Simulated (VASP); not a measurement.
```xyz
5
Lattice="4.0075 0.0000 0.0000 0.0000 4.0075 0.0000 0.0000 0.0000 4.0075" Properties=species:S:1:pos:R:3 pbc="T T T"
Ta     0.0000     0.0000     0.0000
Ru     0.0000     2.0037     2.0037
Ru     2.0037     0.0000     2.0037
Ru     2.0037     2.0037     0.0000
C      2.0037     2.0037     2.0037
```

These are PBEsol GGA with spin-orbit coupling, VASP's PBE PAW potentials (set 64) (plane waves; VASP) values and carry that method's errors. Run with 520 eV cut-off, 7×7×7 Γ-centred mesh, Gaussian smearing of 0.050 eV, potentials Ta_pv Ru_pv C.

Question: Predict the energy per atom (σ→0), band gap (over mesh and band path) with the smallest direct gap where there is one.

Answer: 
```
Property                                                               Value
----------------------------------  ----------------------------------------
band gap (over mesh and band path)  none (metal, semimetal or under 0.01 eV)
energy per atom (σ→0)                                -1047.7 kJ/mol of atoms
```

The absolute energy has meaning only against runs of the same code, potentials and settings.

The structure comes from a computed database's TaRu3C entry (Pm-3m); how it stands against other phases isn't given here. It was relaxed first.
